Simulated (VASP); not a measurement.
Output of a VASP run:

**OUTCAR**
```
 ion  position               nearest neighbor table
   1  0.000  0.000  0.000-   2 2.62   2 2.62   2 2.62   2 2.62
   2  0.250  0.250  0.250-   1 2.62   1 2.62   1 2.62   1 2.62
  LATTYP: Found a face centered cubic cell.
 ALAT       =     6.0416812026
 Subroutine PRICEL returns:
 Original cell was already a primitive cell.
 Subroutine GETGRP returns: Found 24 space group operations
The static configuration has the point symmetry T_d .
The dynamic configuration has the point symmetry T_d .
 Subroutine INISYM returns: Found 24 space group operations
 Subroutine IBZKPT returns following result:
 Found     47 irreducible k-points:

 Following reciprocal coordinates:
            Coordinates               Weight
  0.000000  0.000000  0.000000      1.000000
  0.100000  0.000000  0.000000      8.000000
  0.200000  0.000000  0.000000      8.000000
  0.300000  0.000000  0.000000      8.000000
  0.400000  0.000000  0.000000      8.000000
  0.500000  0.000000  0.000000      4.000000
  0.100000  0.100000  0.000000      6.000000
  0.200000  0.100000  0.000000     24.000000
  0.300000  0.100000  0.000000     24.000000
  0.400000  0.100000  0.000000     24.000000
  0.500000  0.100000  0.000000     24.000000
 -0.400000  0.100000  0.000000     24.000000
 -0.300000  0.100000  0.000000     24.000000
 -0.200000  0.100000  0.000000     24.000000
 -0.100000  0.100000  0.000000     12.000000
  0.200000  0.200000  0.000000      6.000000
  0.300000  0.200000  0.000000     24.000000
  0.400000  0.200000  0.000000     24.000000
  0.500000  0.200000  0.000000     24.000000
 -0.400000  0.200000  0.000000     24.000000
 -0.300000  0.200000  0.000000     24.000000
 -0.200000  0.200000  0.000000     12.000000
  0.300000  0.300000  0.000000      6.000000
  0.400000  0.300000  0.000000     24.000000
  0.500000  0.300000  0.000000     24.000000
 -0.400000  0.300000  0.000000     24.000000
 -0.300000  0.300000  0.000000     12.000000
  0.400000  0.400000  0.000000      6.000000
  0.500000  0.400000  0.000000     24.000000
 -0.400000  0.400000  0.000000     12.000000
  0.500000  0.500000  0.000000      3.000000
  0.300000  0.200000  0.100000     24.000000
  0.400000  0.200000  0.100000     48.000000
  0.500000  0.200000  0.100000     48.000000
 -0.400000  0.200000  0.100000     24.000000
  0.400000  0.300000  0.100000     24.000000
  0.500000  0.300000  0.100000     48.000000
 -0.400000  0.300000  0.100000     48.000000
 -0.300000  0.300000  0.100000     48.000000
 -0.200000  0.300000  0.100000     24.000000
   k-points           NKPTS =     47   k-points in BZ     NKDIM =     47   number of bands    NBANDS=     13
   number of dos      NEDOS =    301   number of ions     NIONS =      2
   total plane-waves  NPLWV =  32768
   dimension x,y,z NGX =    32 NGY =   32 NGZ =   32
   dimension x,y,z NGXF=    64 NGYF=   64 NGZF=   64
   ions per type =               1   1
   PREC   = accura    normal or accurate (medium, high low for compatibility)
   ISTART =      0    job   : 0-new  1-cont  2-samecut
   ICHARG =      2    charge: 1-file 2-atom 10-const
   ISPIN  =      1    spin polarized calculation?
   LNONCOLLINEAR =      F non collinear calculations
   LSORBIT =      F    spin-orbit coupling
   INIWAV =      1    electr: 0-lowe 1-rand  2-diag
   ENCUT  =  480.0 eV  35.28 Ry    5.94 a.u.   7.63  7.63  7.63*2*pi/ulx,y,z
   NELM   =    100;   NELMIN=  2; NELMDL= -5     # of ELM steps
   EDIFF  = 0.1E-06   stopping-criterion for ELM
   LREAL  =      F    real-space projection
   NLSPLINE    = F    spline interpolate recip. space projectors
   LMAXMIX     =    4 max onsite mixed and CHGCAR
   VOSKOWN=      0    Vosko Wilk Nusair interpolation
   EDIFFG = -.1E-01   stopping-criterion for IOM
   NSW    =     40    number of steps for IOM
   NBLOCK =      1;   KBLOCK =     40    inner block; outer block
   IBRION =      2    ionic relax: 0-MD 1-quasi-New 2-CG
...
```

### OSZICAR
```
       N       E                     dE             d eps       ncg     rms          rms(c)
DAV:   1     0.754254644133E+02    0.75425E+02   -0.85447E+03  1230   0.164E+03
DAV:   2    -0.284449010860E+01   -0.78270E+02   -0.75933E+02  1367   0.306E+02
DAV:   3    -0.815401733554E+01   -0.53095E+01   -0.52903E+01  1507   0.703E+01
DAV:   4    -0.824718397585E+01   -0.93167E-01   -0.93145E-01  1424   0.104E+01
DAV:   5    -0.824943089384E+01   -0.22469E-02   -0.22469E-02  1585   0.140E+00    0.329E+00
DAV:   6    -0.816983493831E+01    0.79596E-01   -0.99795E-02  1603   0.625E+00    0.195E+00
DAV:   7    -0.814066966873E+01    0.29165E-01   -0.56568E-02  1457   0.243E+00    0.373E-01
DAV:   8    -0.814073616981E+01   -0.66501E-04   -0.54027E-03  1597   0.109E+00    0.107E-01
DAV:   9    -0.814100104446E+01   -0.26487E-03   -0.49265E-04  1371   0.189E-01    0.378E-02
DAV:  10    -0.814099491974E+01    0.61247E-05   -0.20082E-05  1513   0.398E-02    0.956E-03
DAV:  11    -0.814100528152E+01   -0.10362E-04   -0.12988E-05  1337   0.282E-02    0.336E-03
DAV:  12    -0.814100550537E+01   -0.22385E-06   -0.45585E-07  1452   0.654E-03    0.815E-04
DAV:  13    -0.814100547434E+01    0.31034E-07   -0.47975E-08   961   0.212E-03
   1 F= -.74527767E+01 E0= -.74527870E+01  d E =-.745278E+01
```

OUTCAR:
```
------------------------ aborting loop because EDIFF is reached ----------------------------------------
  FORCE on cell =-STRESS in cart. coord.  units (eV):
  Direction    XX          YY          ZZ          XY          YZ          ZX
  --------------------------------------------------------------------------------------
  Total        0.6865581      0.6865581      0.6865581     -0.0000000     -0.0000000      0.0000000
  in kB       19.9514497     19.9514497     19.9514497     -0.0000000     -0.0000000      0.0000000
  external PRESSURE =      -0.0485503 kB  Pullay stress =      20.0000000 kB
  volume of cell :       55.13
      direct lattice vectors                 reciprocal lattice vectors
     0.000000000  3.020840601  3.020840601    -0.165516843  0.165516843  0.165516843
     3.020840601  0.000000000  3.020840601     0.165516843 -0.165516843  0.165516843
     3.020840601  3.020840601  0.000000000     0.165516843  0.165516843 -0.165516843
  FREE ENERGIE OF THE ION-ELECTRON SYSTEM (eV)
  ---------------------------------------------------
  free  energy   TOTEN  =        -8.1410054743 eV

  energy  without entropy=       -8.1410363632  energy(sigma->0) =       -8.14101577
  enthalpy is  TOTEN    =        -7.4527766810 eV   P V=        0.6882287933

 reached required accuracy - stopping structural energy minimisation
```
(Selected blocks of OUTCAR.)

File POSCAR:
```
GaSb
1
    0.0000000000     3.0208406013     3.0208406013
    3.0208406013     0.0000000000     3.0208406013
    3.0208406013     3.0208406013     0.0000000000
Ga Sb
1 1
Direct
  0.0000000000   0.0000000000   0.0000000000
  0.2500000000   0.2500000000   0.2500000000
```

Write an INCAR and KPOINTS that could have produced this output.

One answer among several that fit: the input of the run itself, PBEsol GGA, plane waves, VASP's PBE PAW potentials (set 64).

### INCAR
```
# general
SYSTEM  = GaSb
PREC    = Accurate
ENCUT   = 480   # plane-wave cut-off (eV)
LREAL   = .FALSE.
LASPH   = .TRUE.   # aspherical one-centre terms

# electronic loop
EDIFF   = 1E-7
NELM    = 100   # most electronic steps
ALGO    = Normal
LMAXMIX = 4   # l cut-off of mixed one-centre charges

# smearing
ISMEAR  = 1
SIGMA   = 0.1   # width (eV)

# functional
GGA     = PS

# ions
IBRION  = 2   # conjugate gradients
NSW     = 40   # most ionic steps
ISIF    = 3   # ions, shape and volume
EDIFFG  = -0.01   # ionic stop
PSTRESS = 20

# output
LWAVE   = .FALSE.
LCHARG  = .FALSE.
```

### KPOINTS
```
Automatic mesh
0
Gamma
10 10 10
0 0 0
```

POTCAR, in this order: Ga_d Sb (PBE.64 set). Program: vasp_std.

The compound is GaSb in the zinc blende structure. It was relaxed first under an external pressure of 2 GPa.
